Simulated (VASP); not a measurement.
Consider the following.

```
CELL_PARAMETERS angstrom
      1.68092    -2.91144     0.00000
      1.68092     2.91144     0.00000
      0.00000     0.00000     5.26492
ATOMIC_POSITIONS crystal
  Tl 0.33333 0.66667 0.25000
  Tl 0.66667 0.33333 0.75000
```

The numbers are results of PBEsol GGA, VASP's PBE PAW potentials (set 64) (plane waves; VASP), not measurements. Run with 500 eV cut-off, 12×12×7 Γ-centred mesh, first-order Methfessel-Paxton smearing of 0.10 eV, potentials Tl_d.

Energy and stress use the plane-wave basis of the starting cell.

Question: The ions, cell shape and volume at an external pressure of 10.0 GPa are relaxed. Which structure does the run end with?

Answer: 
```
CELL_PARAMETERS angstrom
      1.63810    -2.83727     0.00000
      1.63810     2.83727     0.00000
      0.00000     0.00000     5.16968
ATOMIC_POSITIONS crystal
  Tl 0.33333 0.66667 0.25000
  Tl 0.66667 0.33333 0.75000
```
Space group P6_3/mmc (194), at a tolerance of 0.03 Å.

Question: How do energy and volume change from the first to the last step?

Answer: The energy (σ→0) changes by +80.4 meV/atom and the volume by -6.7 %, in 8 ionic steps.

The compound is Tl in the hcp structure. This run relaxes it under an external pressure of 10 GPa. Symmetry was kept, so distortions that lower it aren't found.
